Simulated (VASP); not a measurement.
Computed with LDA (Ceperley-Alder, Perdew-Zunger), VASP's LDA PAW potentials (set 64) (plane waves; VASP).

VASP input:

KPOINTS:
```
Automatic mesh
0
Gamma
12 12 12
0 0 0
```

### POSCAR
```
Ca
1
    0.0000000000     2.6950651411     2.6950651411
    2.6950651411     0.0000000000     2.6950651411
    2.6950651411     2.6950651411     0.0000000000
Ca
1
Direct
  0.0000000000   1.0000000000   0.0000000000
```

INCAR:
```
SYSTEM  =  Ca
PREC  =  Accurate; ENCUT  =  520; LREAL  =  .FALSE.
LASPH  =  .TRUE.
EDIFF  =  1E-7; NELM  =  100; ALGO  =  Normal
ISMEAR  =  1; SIGMA  =  0.1
ISIF  =  2
LWAVE  =  .FALSE.; LCHARG  =  .FALSE.
```

POTCAR, in this order: Ca_sv (LDA.64 set). Program: vasp_std.

What VASP printed:

OSZICAR:
```
       N       E                     dE             d eps       ncg     rms          rms(c)
DAV:   1     0.622723415533E+02    0.62272E+02   -0.52022E+03  1296   0.102E+03
DAV:   2    -0.933309291852E+00   -0.63206E+02   -0.62949E+02  1342   0.230E+02
DAV:   3    -0.217860706244E+01   -0.12453E+01   -0.12358E+01  2005   0.338E+01
DAV:   4    -0.222092589710E+01   -0.42319E-01   -0.42277E-01  1884   0.484E+00
DAV:   5    -0.222147661656E+01   -0.55072E-03   -0.55033E-03  2101   0.428E-01    0.224E+00
DAV:   6    -0.220652073351E+01    0.14956E-01   -0.16616E-02  1618   0.155E+00    0.136E+00
DAV:   7    -0.220170522491E+01    0.48155E-02   -0.20446E-02  1669   0.191E+00    0.103E-01
DAV:   8    -0.220119874768E+01    0.50648E-03   -0.24792E-03  1537   0.521E-01    0.191E-02
DAV:   9    -0.220119860740E+01    0.14028E-06   -0.91263E-05  1952   0.903E-02    0.326E-03
DAV:  10    -0.220119897178E+01   -0.36439E-06   -0.47369E-06  1908   0.206E-02    0.765E-04
DAV:  11    -0.220119885689E+01    0.11489E-06   -0.12922E-07  1629   0.413E-03    0.173E-04
DAV:  12    -0.220119885312E+01    0.37722E-08   -0.95088E-09   883   0.570E-04
   1 F= -.22011989E+01 E0= -.22006089E+01  d E =-.176974E-02
```

**OUTCAR**
```
------------------------ aborting loop because EDIFF is reached ----------------------------------------
  FORCE on cell =-STRESS in cart. coord.  units (eV):
  Direction    XX          YY          ZZ          XY          YZ          ZX
  --------------------------------------------------------------------------------------
  Total       -0.1382323     -0.1382323     -0.1382323      0.0000000     -0.0000000      0.0000000
  in kB       -5.6569498     -5.6569498     -5.6569498      0.0000000     -0.0000000      0.0000000
  external PRESSURE =      -5.6569498 kB  Pullay stress =       0.0000000 kB
  volume of cell :       39.15
      direct lattice vectors                 reciprocal lattice vectors
     0.000000000  2.695065141  2.695065141    -0.185524273  0.185524273  0.185524273
     2.695065141  0.000000000  2.695065141     0.185524273 -0.185524273  0.185524273
     2.695065141  2.695065141  0.000000000     0.185524273  0.185524273 -0.185524273
 POSITION                                       TOTAL-FORCE (eV/Angst)
 -----------------------------------------------------------------------------------
      0.00000      0.00000      0.00000         0.000000      0.000000     -0.000000
 -----------------------------------------------------------------------------------
    total drift:                               -0.000000     -0.000000     -0.000000
  FREE ENERGIE OF THE ION-ELECTRON SYSTEM (eV)
  ---------------------------------------------------
  free  energy   TOTEN  =        -2.2011988531 eV

  energy  without entropy=       -2.1994291134  energy(sigma->0) =       -2.20060894
```
(Selected blocks of OUTCAR.)

The compound is Ca in the fcc structure. This cell is one point of a volume scan, at 1.03 of the reference volume.
